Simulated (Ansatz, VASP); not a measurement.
# GaCuSe2: VASP beside Ansatz

One calculation is typed for both programs; each brings its own data sets. How far apart do they land? The cell is taken from a series of runs on this material, whose earlier steps may have relaxed, scaled, displaced or heated it; both programs get it as it stands.

Calculated with Ansatz 0.2.0; plane waves, with VASP 6.6.1 beside it; PBE.

In doubt: one-shot GW on d or f shells is unsure, so the values of those runs are not to be relied on.

**1. The starting structure**

The structure is tetragonal, space group I-42d (No. 122). The conventional cell has a = 5.788 Å, b = 5.788 Å, c = 11.026 Å, α = 90.00°, β = 90.00°, γ = 90.00°. Nearest to Ga lie 4 Se at 2.48 Å. Cu has 4 Se at 2.45 Å nearest. Nearest to Se lie 2 Cu at 2.45 Å and 2 Ga at 2.48 Å. Farther neighbours and most contacts between anions are not listed.

Structure file:

```cif
data_structure
_symmetry_space_group_name_H-M 'I-42d'
_symmetry_Int_Tables_number 122
_cell_length_a 5.7877
_cell_length_b 5.7877
_cell_length_c 11.0260
_cell_angle_alpha 90.000
_cell_angle_beta 90.000
_cell_angle_gamma 90.000
_cell_volume 369.34
loop_
_atom_site_label
_atom_site_type_symbol
_atom_site_symmetry_multiplicity
_atom_site_Wyckoff_symbol
_atom_site_fract_x
_atom_site_fract_y
_atom_site_fract_z
_atom_site_occupancy
Ga1 Ga 4 b 0.50000 0.50000 0.00000 1
Cu1 Cu 4 a 0.00000 0.00000 0.00000 1
Se1 Se 8 d 0.24513 0.25000 0.12500 1
```

**2. Ansatz: G0W0 gap, PBE**

Ansatz runs on its PAW soft_1 files.

Quasiparticle shifts depend on high empty states and on the cores, so they are the hardest test of two PAW sets.

input.yaml reads:

```yaml
crystal:
  lattice:
    - [-2.8938365, 2.8938365, 5.513]
    - [2.8938365, -2.8938365, 5.513]
    - [2.8938365, 2.8938365, -5.513]
  atoms:
    - { symbol: Ga, position: [0.5, 0.5, 0.0] }
    - { symbol: Ga, position: [0.25, 0.75, 0.5] }
    - { symbol: Cu, position: [0.0, 0.0, 0.0] }
    - { symbol: Cu, position: [0.75, 0.25, 0.5] }
    - { symbol: Se, position: [0.375, 0.3701339472, 0.4951339472] }
    - { symbol: Se, position: [0.6298660528, 0.125, 1.0048660528] }
    - { symbol: Se, position: [0.875, 0.8798660528, 0.5048660528] }
    - { symbol: Se, position: [0.1201339472, 0.625, -0.0048660528] }
kpoints:
  mp_grid: { grid: [4, 4, 4] }
hamiltonian:
  xc: pbe
  pseudopotentials: { kind: paw, azcp: { folder: soft_1 } }
scf:
  occupations: { method: fixed }
gw:
  n_empty_bands: 654
  ecut_chi: 140
  qp_bands: [v2, c2]
  qp_kpoints: band_edges
  screening: { model: contour_deformation }
```

Command:

```console
ansatz run input.yaml --threads 3 --pin off --max-ram 92160MiB --backend cuda --events-out ev --progress --plain --runs-dir out --devices 1 --max-vram 13GiB
```

Numbers of over 12 decimals in the logs are rounded to 6 here.

Output:

```text
GPUs: using 1 of 1 available (devices: 1).
Engine: ansatz 0.2.0, x86_64-unknown-linux-gnu
Pseudopotentials: kind: paw
Pseudopotential: Ga, paw, valence charge 13, recommended cutoff 420 eV (normal), soft_1/Ga.paw.azcp
Pseudopotential: Cu, paw, valence charge 19, recommended cutoff 420 eV (normal), soft_1/Cu.paw.azcp
Pseudopotential: Se, paw, valence charge 16, recommended cutoff 420 eV (normal), soft_1/Se.paw.azcp
Functional definition: PBE
  parameter kappa = 0.804
  parameter beta = 0.066725
  exchange = pbe_x(kappa = kappa, mu = beta*pi^2/3)
  correlation = pbe_c(beta = beta)
device memory: the entry about to start is reckoned to put 4.4 GiB on a device that reports 47.1 GiB free (of which the cap on the GPU budget leaves the run 13.0 GiB)
GPU FFT provider: cuFFT
GPU libraries: cuBLAS 13.8.2, cuFFT 12.4.0, cuSOLVER 12.3.4
Crystal: 8 atoms, lattice volume = 184.670 Å³
Basis set: ecut = 420 eV, 3635 PW (Γ)
Bands: 77, of which v1, the nominal top of the filled ones, is band 64 counted from 1 (63 counted from 0)
Symmetry: 8 space group operations
Space group: I-42d (ITA 122), of the structure as read, at distance tolerance 5.7e-5 Å
k-points: 13 of 64 (time reversal used)
Non-local potential: Ga, projectors of the file, l = 0: 2, l = 1: 2, l = 2: 3, l = 3: 1
Non-local potential: Cu, projectors of the file, l = 0: 3, l = 1: 2, l = 2: 3, l = 3: 1
Non-local potential: Se, projectors of the file, l = 0: 2, l = 1: 2, l = 2: 3, l = 3: 1
PAW form: soft (Blöchl's): semilocal exchange-correlation on the pseudo side does not see the compensation charge
PAW one-centre angular grid: Ga, 590 points (default); XC on 64 Gauss nodes
PAW one-centre angular grid: Cu, 590 points (default); XC on 64 Gauss nodes
PAW one-centre angular grid: Se, 590 points (default); XC on 64 Gauss nodes
Initial density: superposition of atomic densities (chi_scale 0.1, normalization cell, long waves kept (reshape's long-wave potential 0.00 eV rms))
Initial wavefunctions: pseudopotential atomic-orbital guess
GPU buffer pool allocated for 110592 grid points (all kernels)
GPU transforms: local potential and band sums: pruned to the plane-wave sphere, on 45×45×45
Functional: x = pbe(κ = 0.804, μ = 0.219515), c = pbe(β = 0.066725)
SCF iter   1: F=—  HF=-42697.753460 eV  |F-HF|=—  |Δ(HF+E_count)|=         —  Δρ=5.65e-2  dr2=4.43e0  ethr=3.10e-3  ⟨swp⟩=4.1  Hψ=2788  notcnv=0  defer=124
preconditioner: auto → Resta (q_TF=auto, 2.567 Å⁻¹)  ε∞=4.4  [insulator: Δε(μ)=0.201 eV  Ē_g=12.649 eV  n_scr=60 (ndim 8)  ℏωp=23.2 eV  f_vac=0.079  ε∞_Penn≈4.4]
SCF iter   2: F=—  HF=-42696.996139 eV  |F-HF|=—  |Δ(HF+E_count)|=   7.57e-1  Δρ=4.71e-2  dr2=2.22e0  ethr=3.10e-3  ⟨swp⟩=3.0  Hψ=2015  notcnv=0  defer=100
SCF iter   3: F=—  HF=-42696.755829 eV  |F-HF|=—  |Δ(HF+E_count)|=   2.40e-1  Δρ=2.49e-2  dr2=8.96e-1  ethr=1.74e-3  ⟨swp⟩=2.0  Hψ=2021  notcnv=0  defer=137
SCF iter   4: F=—  HF=-42696.561814 eV  |F-HF|=—  |Δ(HF+E_count)|=   1.94e-1  Δρ=8.19e-3  dr2=9.99e-2  ethr=7.00e-4  ⟨swp⟩=2.0  Hψ=1314  notcnv=0  defer=142
SCF iter   5: F=—  HF=-42696.551308 eV  |F-HF|=—  |Δ(HF+E_count)|=   1.05e-2  Δρ=3.18e-3  dr2=1.46e-2  ethr=7.80e-5  ⟨swp⟩=2.2  Hψ=1407  notcnv=0  defer=142
SCF iter   6: F=—  HF=-42696.550069 eV  |F-HF|=—  |Δ(HF+E_count)|=   1.24e-3  Δρ=8.85e-4  dr2=2.21e-3  ethr=1.14e-5  ⟨swp⟩=2.0  Hψ=1403  notcnv=0  defer=143
SCF iter   7: F=—  HF=-42696.551217 eV  |F-HF|=—  |Δ(HF+E_count)|=   1.15e-3  Δρ=5.98e-4  dr2=7.38e-4  ethr=1.73e-6  ⟨swp⟩=2.1  Hψ=1662  notcnv=0  defer=143
SCF iter   8: F=—  HF=-42696.551659 eV  |F-HF|=—  |Δ(HF+E_count)|=   4.42e-4  Δρ=2.67e-4  dr2=7.89e-5  ethr=5.76e-7  ⟨swp⟩=2.0  Hψ=1403  notcnv=0  defer=143
SCF iter   9: F=—  HF=-42696.551694 eV  |F-HF|=—  |Δ(HF+E_count)|=   3.56e-5  Δρ=6.36e-5  dr2=5.05e-6  ethr=6.17e-8  ⟨swp⟩=2.0  Hψ=1220  notcnv=0  defer=92
SCF iter  10: F=—  HF=-42696.551704 eV  |F-HF|=—  |Δ(HF+E_count)|=   9.30e-6  Δρ=1.28e-5  dr2=2.21e-7  ethr=3.95e-9  ⟨swp⟩=2.0  Hψ=1247  notcnv=0  defer=92
SCF iter  11: F=-42696.551704 eV  HF=-42696.551704 eV  |F-HF|=9.92e-9  |Δ(HF+E_count)|=   4.06e-7  Δρ=3.21e-6  dr2=1.67e-8  ethr=7.81e-11  ⟨swp⟩=9.5  Hψ=4078  notcnv=0
SCF 1 converged in 11 iterations: F = -42696.551704 eV  dr2 = 1.67e-8
  greatest PAW one-centre occupation: 1.000 electrons in one spin orbital (limit 2), on the Se atom at site 7 (counted from 0), in its partial waves of l = 2
device memory: the entry about to start is reckoned to put 5.5 GiB (of the 5.5 GiB reckoned in all, the device holds 0.1 GiB already) on a device that reports 45.5 GiB free (of which the cap on the GPU budget leaves the run 12.9 GiB)
NSCF: frozen V_eff on 13 k-points
the band table was solved once the SCF had ended and its energy, with any forces and stress, was formed, with the checks that follow a solve (3589 applications of the Hamiltonian). They found nothing against the state; the energy, forces and stress were not computed again (output.eigenvalues in the input reference)
[...]
Harris-Foulkes:  -42696.551704 eV  (|F-HF|=9.92e-9)
Internal energy: -42696.551704 eV  (E = F + TS)
E sigma→0 (E₀):  -42696.551704 eV
Fermi energy:    7.676521 eV
--- Per-component energies (eV) ---
  E_band       = -2741.330779
  E_kinetic    = 1183.039614
  E_local      = -26182.715922  (includes V_loc(G=0)·N_el)
  E_nonlocal   = 194.210037
  E_hartree    = 12889.747975
  E_xc         = -600.354769
  E_vxc        = -645.380651  (∫ρ·V_xc dr)
  E_paw        = -16145.074920  (= ΣΔE_a)
  E_vpaw       = -3069.962827  (= ΣTr[D̂ρ^β])
  E_aug_tail   = 0.000133  (compensation charges beyond the density's cutoff)
  E_ewald      = -14035.403851
  E_smearing   = -0.000000  (= −TS)
  E_closure    = -0.000000  (closes the sum)
  Σ components = -42696.551704   (vs F -42696.551704, Δ=0.00e0)
--- Band table (eV; the first three rows and the last of 13) ---
  k-point 0: bands = [... 60 lower, 6.3039, 7.5895, 7.5895, 7.6765, 7.7715, 9.6162, 9.6477, 11.7060, ... 9 higher]
  k-point 1: bands = [... 60 lower, 6.5416, 6.5492, 7.1971, 7.4320, 9.1829, 9.6800, 10.7958, 11.2216, ... 9 higher]
  k-point 2: bands = [... 60 lower, 6.9130, 6.9130, 7.2607, 7.2607, 8.6657, 8.6657, 10.8036, 10.8036, ... 9 higher]
  k-point 12: bands = [... 60 lower, 6.5786, 6.5786, 6.8586, 6.8586, 9.3870, 9.3870, 9.7819, 9.7819, ... 9 higher]
--- G₀W₀: contour deformation, 9 samples at zero and on the imaginary axis and 1 off it, 64 q-points, 654 empty bands' worth ---
  eigenvalues of the whole cell's RPA ε∞ on this k-mesh (on a slab, of 1 + 4πα/V) = 11.9383, 11.9383, 1529.4445; static W/v taken at q = 0 is -0.000268
  bands read: the sum over 718 bands ends inside a degenerate multiplet in 1 slot, whose members it reads at an even weight; the widest, k=0: bands 718 to 719 (counted from 1) at 1/2 each
  gw.qp_kpoints: band_edges: 11 of 13 stored k-points solved, in 1 pass; an edge of the gap read off the rows below is read off those points alone
    valence top: of the k-points left out ik 4 came nearest to being solved in a further pass, in band 64 (counted from 1, as in the quasiparticle table): it holds the edge there only if its correction is more favourable than any solved in that band by at least 0.528 eV; those differ by 0.482 eV
    conduction bottom: of the k-points left out ik 7 came nearest to being solved in a further pass, in band 65 (counted from 1, as in the quasiparticle table): it holds the edge there only if its correction is more favourable than any solved in that band by at least 1.278 eV; those differ by 0.402 eV
  `?` marks the rows in doubt; gw_qp.tsv's column doubts and the gw_qp event give each row's grounds
    ik  band        ε_KS         Σx   Σc(E_QP)       V_xc       Z   E_QP_lin       E_QP  E_QP is
     0    63      7.5895   -31.4397     4.5530   -26.5229  0.5760     7.3356     7.2256  root ?
     0    64      7.6765   -13.2726    -1.4586   -14.8280  0.6350     7.7676     7.7733  root
     0    65      7.7715   -29.5059     2.7955   -26.4433  0.5735     7.5228     7.5044  root ?
     0    66      9.6162    -8.7665    -3.4277   -12.1032  0.6345     9.5307     9.5253  root
     1    63      7.1971   -33.3322     5.6452   -27.4479  0.6978     6.8979     6.9581  root ?
     1    64      7.4320   -31.8094     4.8578   -26.5969  0.5631     7.1768     7.0773  root ?
     1    65      9.1829   -13.1063    -3.2422   -16.4128  0.5864     9.2538     9.2473  root ?
     1    66      9.6800   -11.9474    -3.5328   -15.5598  0.6495     9.7590     9.7596  root ?
     2    63      7.2607   -32.8200     5.4507   -27.0755  0.5508     7.0103     6.9669  root ?
     2    64      7.2607   -32.8200     5.4507   -27.0755  0.5508     7.0103     6.9669  root ?
     2    65      8.6657   -11.7832    -3.3745   -15.2348  0.6276     8.7563     8.7428  root ?
     2    66      8.6657   -11.7832    -3.3745   -15.2348  0.6276     8.7563     8.7428  root ?
     3    63      7.1494   -32.4292     5.2012   -26.9002  0.5545     6.9114     6.8216  root ?
     3    64      7.5444   -31.6603     4.7909   -26.5713  0.5652     7.3021     7.2464  root ?
     3    65      9.0764   -14.0206    -2.8835   -16.9607  0.6383     9.1212     9.1330  root
     3    66      9.9717   -12.6199    -3.6452   -16.3853  0.6340    10.1057    10.0918  root
     5    63      6.7458   -36.2871     6.5533   -29.4537  0.5701     6.5303     6.4658  root ?
     5    64      7.2438   -32.7761     5.4698   -27.0285  0.5769     6.9875     6.9660  root ?
     5    65      9.6868   -12.8345    -3.6509   -16.6188  0.6205     9.8292     9.8202  root
     5    66     10.0016   -11.5117    -4.0176   -15.6686  0.6379    10.1526    10.1409  root ?
     6    63      7.2668   -32.9868     5.3323   -27.3460  0.5605     7.0218     6.9583  root ?
     6    64      7.3805   -32.2002     5.0607   -26.7975  0.5620     7.1429     7.0384  root ?
     6    65      8.8503   -11.6038    -3.4403   -15.1168  0.6252     8.9335     8.9230  root ?
     6    66      9.6080   -12.3323    -3.5176   -15.9207  0.5638     9.6868     9.6788  root ?
     8    63      7.2394   -32.2292     5.0479   -26.7964  0.5459     7.0038     6.8546  root ?
     8    64      7.2394   -32.2292     5.0479   -26.7964  0.5459     7.0038     6.8546  root ?
     8    65      9.1025   -15.7422    -2.5005   -18.2843  0.6068     9.1460     9.1441  root
     8    66      9.4956   -11.9270    -3.3217   -15.2971  0.6184     9.5469     9.5439  root ?
     9    63      6.7588   -35.9434     6.5493   -29.1714  0.5575     6.5633     6.5360  root ?
     9    64      7.3438   -32.2481     5.0262   -26.8476  0.5530     7.1064     6.9696  root ?
[...]
10    66      9.9543   -11.0577    -4.1319   -15.3441  0.6132    10.1065    10.1088  root
    11    63      6.9277   -34.1464     5.9224   -27.9677  0.5452     6.7367     6.6714  root ?
    11    64      6.9277   -34.1464     5.9224   -27.9677  0.5452     6.7367     6.6714  root ?
    11    65      9.3614   -12.6175    -3.4674   -16.1615  0.5842     9.4510     9.4381  root ?
    11    66      9.3614   -12.6175    -3.4674   -16.1615  0.5842     9.4510     9.4381  root ?
    12    63      6.8586   -35.4108     6.3970   -28.7692  0.5484     6.6367     6.6139  root ?
    12    64      6.8586   -35.4108     6.3970   -28.7692  0.5484     6.6367     6.6139  root ?
    12    65      9.3870   -14.1005    -3.0561   -17.2328  0.6111     9.4759     9.4632  root ?
    12    66      9.3870   -14.1005    -3.0561   -17.2328  0.6111     9.4759     9.4632  root ?
```

[end of part 1 of 2]

[Lines on the potential files, build, host, timing and source positions are cut from VASP's logs without a mark.]

[Logs are printed without paths, hosts, clocks, repeated set-up lines and the standing remarks that a program may print on its own settings, such as how far it seeks lower states.]

[Hosts, paths, dates, database ids (printed as entryN), source tags and the programs' standing remarks are cut or masked in the printed files.]
